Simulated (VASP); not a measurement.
VASP input:

### INCAR
```
# general
SYSTEM   =  AlN
PREC     =  Accurate
ENCUT    =  620   # plane-wave cut-off (eV)
LREAL    =  .FALSE.   # projection in real space or not
LASPH    =  .TRUE.   # aspherical one-centre terms

# electronic loop
EDIFF    =  1E-6   # SCF stop (eV)
NELM     =  100   # most electronic steps
ALGO     =  Normal

# smearing
ISMEAR   =  0   # Gaussian
SIGMA    =  0.05   # width (eV)

# functional
GGA      =  PS   # PBEsol

# ions
IBRION   =  2
NSW      =  40   # most ionic steps
ISIF     =  3   # ions, shape and volume
EDIFFG   =  -0.02   # ionic stop
PSTRESS  =  100   # kbar

# output
LWAVE    =  .FALSE.
LCHARG   =  .FALSE.
```

### KPOINTS
```
Automatic mesh
0
Gamma
10 10 10
0 0 0
```

**POSCAR**
```
AlN
1.0
  0.0000000000   2.1710847113   2.1710847113
  2.1710847113   0.0000000000   2.1710847113
  2.1710847113   2.1710847113   0.0000000000
Al N
1 1
Cartesian
  0.0000000000   0.0000000000   0.0000000000
  1.0855423556   1.0855423556   1.0855423556
```

POTCAR, in this order: Al N (PBE.64 set). Program: vasp_std.

Q: Write an equivalent input for Ansatz.

A: One equivalent input (not run):
Ansatz 0.2 input:
```yaml
crystal:
  lattice:
    - [0.0000000, 2.1710847, 2.1710847]
    - [2.1710847, 0.0000000, 2.1710847]
    - [2.1710847, 2.1710847, 0.0000000]
  atoms:
    - { symbol: Al, position: [0.0000000, 0.0000000, 0.0000000] }
    - { symbol: N, position: [0.2500000, 0.2500000, 0.2500000] }
kpoints:
  mp_grid: { grid: [10, 10, 10] }
hamiltonian:
  xc: pbesol
  pseudopotentials: { kind: paw }
scf:
  occupations: { method: gaussian, width: 0.05 }
  max_iter: 100
relax:
  max_steps: 40
  f_tol: 0.02
  cell: { p_target: 10 }
output: { forces: true, stress: true, eigenvalues: true }
```
The two are equivalent in intent, not identical: each code has its own PAW files, so the cut-off isn't converted (ENCUT is set for VASP's; basis.ecutwfc is left out, and Ansatz then takes the one that its files recommend); Ansatz stops its SCF on the density residual and VASP on the energy change (EDIFF).

The compound is AlN in the zinc blende structure, a metastable form; wurtzite is the usual one. This run relaxes it under an external pressure of 10 GPa. Symmetry was kept, so distortions that lower it aren't found.
